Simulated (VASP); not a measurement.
Output of a VASP run:

OSZICAR:
```
       N       E                     dE             d eps       ncg     rms          rms(c)
DAV:   1     0.119899082487E+03    0.11990E+03   -0.13556E+04  2896   0.398E+03
DAV:   2    -0.135563475416E+02   -0.13346E+03   -0.13148E+03  2736   0.461E+02
DAV:   3    -0.289798837851E+02   -0.15424E+02   -0.15176E+02  3084   0.126E+02
DAV:   4    -0.293823679641E+02   -0.40248E+00   -0.40106E+00  3156   0.236E+01
DAV:   5    -0.293885533049E+02   -0.61853E-02   -0.61849E-02  2912   0.293E+00    0.174E+00
DAV:   6    -0.270347199099E+02    0.23538E+01   -0.37351E-01  3454   0.125E+01    0.949E-01
DAV:   7    -0.258106589766E+02    0.12241E+01   -0.52520E-01  2874   0.691E+00    0.367E-01
DAV:   8    -0.265501703373E+02   -0.73951E+00   -0.33213E-01  2784   0.412E+00    0.290E-01
DAV:   9    -0.265830358508E+02   -0.32866E-01   -0.17145E-02  2958   0.102E+00    0.749E-02
DAV:  10    -0.265918586022E+02   -0.88228E-02   -0.54690E-03  2968   0.107E+00    0.898E-02
DAV:  11    -0.265934030626E+02   -0.15445E-02   -0.29057E-03  2822   0.399E-01    0.734E-02
DAV:  12    -0.265938093019E+02   -0.40624E-03   -0.42629E-04  2810   0.187E-01    0.467E-02
DAV:  13    -0.265944053151E+02   -0.59601E-03   -0.36206E-04  2756   0.177E-01    0.895E-03
DAV:  14    -0.265943490573E+02    0.56258E-04   -0.30357E-05  2892   0.764E-02    0.568E-03
DAV:  15    -0.265943394054E+02    0.96519E-05   -0.45306E-06  2146   0.269E-02    0.489E-03
DAV:  16    -0.265944280161E+02   -0.88611E-04   -0.54670E-05  2774   0.610E-02    0.947E-04
DAV:  17    -0.265944324524E+02   -0.44363E-05   -0.20140E-06  2334   0.113E-02    0.454E-04
DAV:  18    -0.265944325375E+02   -0.85106E-07   -0.22086E-07  1386   0.505E-03
   1 F= -.26594433E+02 E0= -.26594360E+02  d E =-.265944E+02
       N       E                     dE             d eps       ncg     rms          rms(c)
DAV:   1    -0.265952798582E+02   -0.84741E-03   -0.12195E-02  3374   0.222E+00    0.172E-01
DAV:   2    -0.265946676214E+02    0.61224E-03   -0.88253E-04  3530   0.569E-01    0.886E-02
DAV:   3    -0.265944259539E+02    0.24167E-03   -0.40205E-04  3556   0.371E-01    0.162E-02
DAV:   4    -0.265944079359E+02    0.18018E-04   -0.14275E-04  3072   0.149E-01    0.467E-03
DAV:   5    -0.265944410895E+02   -0.33154E-04   -0.35739E-05  2720   0.389E-02    0.272E-03
DAV:   6    -0.265944448766E+02   -0.37871E-05   -0.12575E-06  2110   0.123E-02    0.134E-03
DAV:   7    -0.265944437060E+02    0.11705E-05   -0.59056E-07  1444   0.914E-03    0.216E-04
DAV:   8    -0.265944455539E+02   -0.18478E-05   -0.72408E-08  1376   0.306E-03    0.102E-04
DAV:   9    -0.265944453731E+02    0.18078E-06   -0.19733E-08  1370   0.195E-03
   2 F= -.26594445E+02 E0= -.26594351E+02  d E =-.128356E-04
```

### OUTCAR
```
------------------------ aborting loop because EDIFF is reached ----------------------------------------
  FORCE on cell =-STRESS in cart. coord.  units (eV):
  Direction    XX          YY          ZZ          XY          YZ          ZX
  --------------------------------------------------------------------------------------
  Total       -0.0062918     -0.0062918      0.0034593      0.0000000      0.0000000      0.0000000
  in kB       -0.2706908     -0.2706908      0.1488285      0.0000000      0.0000000      0.0000000
  external PRESSURE =      -0.1308510 kB  Pullay stress =       0.0000000 kB
  volume of cell :       37.24
      direct lattice vectors                 reciprocal lattice vectors
     3.038608527  0.000000000  0.000000000     0.329098004  0.190004813 -0.000000000
    -1.519304264  2.631512288  0.000000000     0.000000000  0.380009626 -0.000000000
     0.000000000  0.000000000  4.657255617     0.000000000  0.000000000  0.214718728
 POSITION                                       TOTAL-FORCE (eV/Angst)
 -----------------------------------------------------------------------------------
     -0.00000      1.75434      1.16431        -0.000000      0.000000      0.000000
      1.51931      0.87717      3.49294         0.000000     -0.000000      0.000000
 -----------------------------------------------------------------------------------
    total drift:                               -0.000269      0.000168      0.000013
  FREE ENERGIE OF THE ION-ELECTRON SYSTEM (eV)
  ---------------------------------------------------
  free  energy   TOTEN  =       -26.5944453731 eV

  energy  without entropy=      -26.5941632080  energy(sigma->0) =      -26.59435132

 reached required accuracy - stopping structural energy minimisation
```
(Selected blocks of OUTCAR.)

File POSCAR:
```
Ge
1
    3.0375058224    -0.0000000000    -0.0000000000
   -1.5187529112     2.6305573172     0.0000000000
    0.0000000000    -0.0000000000     4.6529969802
Ge
2
Direct
  0.3333330000   0.6666670000   0.2500000000
  0.6666670000   0.3333330000   0.7500000000
```

### Question
Reconstruct the remaining input files.

### Answer
One answer among several that fit: the input of the run itself, r2SCAN meta-GGA, plane waves, VASP's PBE PAW potentials (set 64).

### INCAR
```
NSW  =  60   # most ionic steps
LCHARG  =  .FALSE.
LASPH  =  .TRUE.   # aspherical one-centre terms
LMIXTAU  =  .TRUE.
ISIF  =  3   # ions, shape and volume
LWAVE  =  .FALSE.
NELM  =  100
ALGO  =  Normal   # blocked Davidson
PREC  =  Accurate
ISMEAR  =  1   # Methfessel-Paxton
LREAL  =  .FALSE.
EDIFF  =  1E-6   # SCF stop (eV)
ENCUT  =  400
METAGGA  =  R2SCAN
EDIFFG  =  -0.01   # ionic stop
IBRION  =  2   # conjugate gradients
LMAXMIX  =  4
SYSTEM  =  Ge
SIGMA  =  0.1   # width (eV)
```

KPOINTS:
```
Automatic mesh
0
Gamma
12 12 7
0 0 0
```

POTCAR, in this order: Ge_d (PBE.64 set). Program: vasp_std.

The structure was generated: Ge was put into the hcp type (P6_3/mmc), which need not be its known phase. This run relaxes it. Symmetry was kept, so distortions that lower it aren't found. The start is the result of an earlier pass.
